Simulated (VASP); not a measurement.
# Pt: cell size and functional, part 2 of 2

Which functional gives which lattice for Pt? The starting structure is a measured crystal structure from the Crystallography Open Database. The first relaxation on each setting starts from this cell expanded by 3 % in volume.

VASP 6.6.1.

Results so far: PBEsol 15.02 Å³ an atom; LDA 14.80 Å³ an atom; PBE 15.61 Å³ an atom; PBEsol + D3(BJ) 14.61 Å³ an atom.

## Step 6: Relaxation with r2SCAN

Level of this step: r2SCAN; plane waves and PAW (Pt) (VASP).

r2SCAN adds the kinetic-energy density, costs more than a GGA and is run with LASPH.

INCAR

```
SYSTEM = Pt
PREC = Accurate
ENCUT = 450
EDIFF = 1E-06
NELM = 100
ISMEAR = 1
SIGMA = 0.15
LREAL = .FALSE.
ALGO = Normal
METAGGA = R2SCAN
LASPH = .TRUE.
NBANDS = 11
LORBIT = 11
LWAVE = .FALSE.
LCHARG = .FALSE.
KPAR = 4
IBRION = 2
NSW = 50
ISIF = 3
EDIFFG = -0.006
```

POSCAR

```
Pt
1.0
    0.0000000000      1.9803161142      1.9803161142
    1.9803161142      0.0000000000      1.9803161142
    1.9803161142      1.9803161142      0.0000000000
Pt
1
Direct
    0.0000000000      0.0000000000      0.0000000000
```

KPOINTS

```
Automatic mesh
0
Gamma
20 20 20
0 0 0
```

The projector-augmented-wave data sets are Pt (PBE family, release 64).

Launch:

```sh
mpirun -np 4 vasp_std
```

The program printed:

```text
[banner, memory and clock lines left out]
running    4 mpi-ranks, on    1 nodes
[...]
[... a notice as in an earlier step ...]

 LDA part: xc-table for (None), standard interpolation
 POSCAR, INCAR and KPOINTS ok, starting setup
[...]
entering main loop
       N       E                     dE             d eps       ncg     rms          rms(c)
DAV:   1    -0.116049362702E+02   -0.11605E+02   -0.49772E+03  5776   0.765E+02
DAV:   2    -0.542548335549E+02   -0.42650E+02   -0.41072E+02  6485   0.169E+02
DAV:   3    -0.548120107307E+02   -0.55718E+00   -0.55259E+00  6601   0.183E+01
DAV:   4    -0.548146152919E+02   -0.26046E-02   -0.26043E-02  6511   0.147E+00
[...]
DAV:   9    -0.515005766022E+02   -0.97131E-04   -0.10155E-04  7830   0.805E-02    0.324E-02
DAV:  10    -0.515006027944E+02   -0.26192E-04   -0.43403E-05  6259   0.611E-02    0.337E-03
DAV:  11    -0.515006034437E+02   -0.64927E-06   -0.56099E-07  5947   0.558E-03
   1 F= -.51500603E+02 E0= -.51500681E+02  d E =-.515006E+02
[...]
DAV:   6    -0.514856330593E+02   -0.53411E-05   -0.12041E-05  7069   0.237E-02    0.400E-03
DAV:   7    -0.514856324547E+02    0.60461E-06   -0.10925E-06  5453   0.990E-03
   2 F= -.51485632E+02 E0= -.51485806E+02  d E =0.149710E-01
 trial-energy change:    0.014971  1 .order    0.015849   -0.016121    0.047819
 step:   0.2683(harm=  0.2521)  dis= 0.00000  next Energy=   -51.502783 (dE=-0.218E-02)
[...]
N       E                     dE             d eps       ncg     rms          rms(c)
DAV:   1    -0.516063552439E+02   -0.12072E+00   -0.22671E+00  5917   0.141E+01    0.212E+00
DAV:   2    -0.515055185389E+02    0.10084E+00   -0.32875E-01  5833   0.403E+00    0.944E-01
DAV:   3    -0.515025699518E+02    0.29486E-02   -0.15449E-02  6484   0.977E-01    0.611E-01
DAV:   4    -0.515029253388E+02   -0.35539E-03   -0.27754E-03  7364   0.271E-01    0.709E-02
DAV:   5    -0.515028114066E+02    0.11393E-03   -0.47889E-04  6427   0.171E-01    0.130E-02
DAV:   6    -0.515028214334E+02   -0.10027E-04   -0.52605E-06  6676   0.204E-02    0.847E-03
DAV:   7    -0.515028222810E+02   -0.84765E-06   -0.27762E-07  3266   0.418E-03
   3 F= -.51502822E+02 E0= -.51502927E+02  d E =-.221884E-02
[...]
reached required accuracy - stopping structural energy minimisation
```

The job ended after 94 s (4 MPI ranks of AMD EPYC 7R43, shared host; peak memory 0.51 GiB; 5.6 min of CPU time).

OUTCAR, selected parts (step 6):

```text
  Total       -0.0036081     -0.0036081     -0.0036081      0.0000000     -0.0000000     -0.0000000
  in kB       -0.3770523     -0.3770523     -0.3770523      0.0000000     -0.0000000     -0.0000000
  external PRESSURE =      -0.3770523 kB  Pullay stress =       0.0000000 kB

 POSITION                                       TOTAL-FORCE (eV/Angst)
 -----------------------------------------------------------------------------------
      0.00000      0.00000      0.00000         0.000000      0.000000      0.000000
 -----------------------------------------------------------------------------------
    total drift:                               -0.000000     -0.000000     -0.000000

  FREE ENERGIE OF THE ION-ELECTRON SYSTEM (eV)
  ---------------------------------------------------
  free  energy   TOTEN  =       -51.5028222810 eV

  energy  without entropy=      -51.5031366391  energy(sigma->0) =      -51.50292707

[... 2 parts as in an earlier step ...]

[... 2 further parts left out ...]
[key lines of the parts left out:]
E-fermi :  10.7005
```

With r2SCAN the relaxed cell holds 15.332 Å³ an atom, +1.67 % against the measured cell, with a = 3.944 Å. That is +2.09 % from PBEsol.

## Step 7: Relaxation with r2SCAN + rVV10

rVV10 adds a nonlocal correlation energy for dispersion. This run starts from the cell of an earlier relaxation, which isn't shown; the restart sets up the plane waves anew.

Edit INCAR of step 6 so:

```diff
@@ -10,2 +10,6 @@
 METAGGA = R2SCAN
+LUSE_VDW = .TRUE.
+IVDW_NL = 2
+BPARAM = 11.95
+CPARAM = 0.0093
 LASPH = .TRUE.
```

POSCAR

```
Pt
1.0
    0.0000000000      1.9671069830      1.9671069830
    1.9671069830      0.0000000000      1.9671069830
    1.9671069830      1.9671069830      0.0000000000
Pt
1
Direct
    0.0000000000      0.0000000000      0.0000000000
```

KPOINTS is that of step 6.

Launch:

```sh
mpirun -np 4 vasp_std
```

The program printed:

```text
[banner, memory and clock lines left out]
running    4 mpi-ranks, on    1 nodes
[...]
|                                                                             |
|               ----> ADVICE to this user running VASP <----                  |
|                                                                             |
|     You have switched on vdW-DFT.                                           |
|     This routine was written and supplied by Jiri Klimes. We recommend      |
|     that you carefully read and cite the following publications:            |
|       J. Klimes, D.R. Bowler, A. Michelides                                 |
|          J. Phys.: Cond Matt. 22 022201 (2010)                              |
|       J. Klimes, D.R. Bowler, A. Michelides                                 |
|          Phys. Rev. B. 83, 195131 (2011)                                    |
|     and references therein.                                                 |
|                                                                             |

[...]
DAV:  10    -0.513504456565E+02   -0.22310E-04   -0.35490E-05  6325   0.549E-02    0.896E-03
Total rVV10 correction in eV:      0.1514987    12.3304381
Total rVV10 correction in eV:      0.1514987    12.3304381
Total rVV10 correction in eV:      0.1514987    12.3304381
Total rVV10 correction in eV:      0.1514987    12.3304381
DAV:  11    -0.513504468363E+02   -0.11799E-05   -0.15528E-06  5941   0.115E-02    0.228E-03
Total rVV10 correction in eV:      0.1514988    12.3304381
Total rVV10 correction in eV:      0.1514988    12.3304381
Total rVV10 correction in eV:      0.1514988    12.3304381
Total rVV10 correction in eV:      0.1514988    12.3304381
DAV:  12    -0.513504469085E+02   -0.72181E-07   -0.68427E-08  3233   0.251E-03
Total rVV10 correction in eV:      0.1515057    12.3304381
Total rVV10 correction in eV:      0.1515057    12.3304381
Total rVV10 correction in eV:      0.1515057    12.3304381
Total rVV10 correction in eV:      0.1515057    12.3304381
Total rVV10 correction in eV:      0.1515035    12.3304381
Total rVV10 correction in eV:      0.1515035    12.3304381
Total rVV10 correction in eV:      0.1515035    12.3304381
Total rVV10 correction in eV:      0.1515035    12.3304381
   1 F= -.51350447E+02 E0= -.51350566E+02  d E =-.513504E+02
[...]
reached required accuracy - stopping structural energy minimisation
```

Run time: 39 s. Hardware: 4 MPI ranks; peak memory 0.68 GiB; 2.4 min of CPU time.

OUTCAR, selected parts (step 7):

```text
  Total        0.0046731      0.0046731      0.0046731      0.0000000     -0.0000000      0.0000000
  in kB        0.4918130      0.4918130      0.4918130      0.0000000     -0.0000000      0.0000000
  external PRESSURE =       0.4918130 kB  Pullay stress =       0.0000000 kB

 POSITION                                       TOTAL-FORCE (eV/Angst)
 -----------------------------------------------------------------------------------
      0.00000      0.00000      0.00000         0.000000      0.000000     -0.000000
 -----------------------------------------------------------------------------------
    total drift:                               -0.000000     -0.000000     -0.000000

  FREE ENERGIE OF THE ION-ELECTRON SYSTEM (eV)
  ---------------------------------------------------
  free  energy   TOTEN  =       -51.3504469085 eV

  energy  without entropy=      -51.3508056342  energy(sigma->0) =      -51.35056648

[... 2 parts as in an earlier step ...]

[... 2 further parts left out ...]
[key lines of the parts left out:]
E-fermi :  10.8328
```

With r2SCAN + rVV10 the relaxed cell holds 15.223 Å³ an atom, +0.95 % against the measured cell, with a = 3.934 Å. That is +1.37 % from PBEsol.

## Step 8: All runs side by side

| level | volume (Å³/atom) | against the measured cell (%) | a (Å) | pressure left (GPa) | core minutes |
| --- | --- | --- | --- | --- | --- |
| PBEsol | 15.018 | -0.41 | 3.9164 | -0.02 | 2.48 |
| LDA | 14.795 | -1.89 | 3.897 | 0.04 | 2.8 |
| PBE | 15.615 | 3.55 | 3.9677 | 0.01 | 1.47 |
| PBEsol + D3(BJ) | 14.606 | -3.14 | 3.8803 | 0.07 | 2.88 |
| r2SCAN | 15.332 | 1.67 | 3.9435 | -0.04 | 6.27 |
| r2SCAN + rVV10 | 15.223 | 0.95 | 3.9342 | 0.05 | 10.8 |

Core minutes are wall time times ranks, summed over the relaxations behind a row (those for a bulk modulus apart), on shared hosts.

## Step 9: Results

```yaml
volume_pbesol: 15.02 Å³/atom
volume_lda: 14.80 Å³/atom
volume_pbe: 15.61 Å³/atom
volume_pbesol_d3_bj: 14.61 Å³/atom
volume_r2scan: 15.33 Å³/atom
volume_r2scan_rvv10: 15.22 Å³/atom
```

In words: Across 6 levels the volume of Pt spans 6.9 %, from 14.61 Å³ an atom (PBEsol + D3(BJ)) to 15.61 Å³ (PBE). Against the measured volume of the starting structure, PBEsol comes nearest (-0.4 %) and PBE lies farthest (+3.5 %). The measured cell holds zero-point expansion and, unless it was taken cold, thermal expansion, which the runs lack, so small differences decide nothing. Adding D3(BJ) to PBEsol changes the volume by -2.7 %. Adding rVV10 to r2SCAN changes the volume by -0.7 %. Spin-orbit coupling is left out of all runs, which can matter with elements this heavy. All runs keep the symmetry of the start, so they can't find a distortion of lower symmetry. Further runs on this material are not shown.

[Lines on the potential files, build, host, timing and source positions are cut from VASP's logs without a mark.]

[Logs are printed without paths, hosts, clocks, repeated set-up lines and the standing remarks that a program may print on its own settings, such as how far it seeks lower states.]

[Hosts, paths, dates, database ids (printed as entryN), source tags and the programs' standing remarks are cut or masked in the printed files.]
